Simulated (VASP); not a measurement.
Energy against volume of CdS (wurtzite). All values below come from RPBE GGA, VASP's PBE PAW potentials (set 64) (plane waves; VASP 6.6.1). Numerical set-up: 520 eV cut-off, 6×6×4 Γ-centred mesh, Gaussian smearing of 0.050 eV, potentials Cd S.

Shape and ions are relaxed at each volume.

```json
[
 {"V (Å³/atom)": "26.411", "E (eV/atom)": "-2.76080"},
 {"V (Å³/atom)": "27.228", "E (eV/atom)": "-2.76493"},
 {"V (Å³/atom)": "28.045", "E (eV/atom)": "-2.76184"},
 {"V (Å³/atom)": "28.862", "E (eV/atom)": "-2.75265"}
]
```

Problem. Fit these four points and predict the energy of the run at 25.595 Å³/atom.

Solution. A cubic in V^(−2/3), the third-order Birch-Murnaghan form, passes through the four points with V0 = 27.26 Å³/atom and B0 = 47 GPa, and gives -2.7481 eV/atom there. The run gave -2.7481 eV/atom, -0.0 meV/atom from the fit; all five points give B0 = 47 GPa.

The compound is CdS in the wurtzite structure. It was relaxed first, which changed the volume by +9 %.
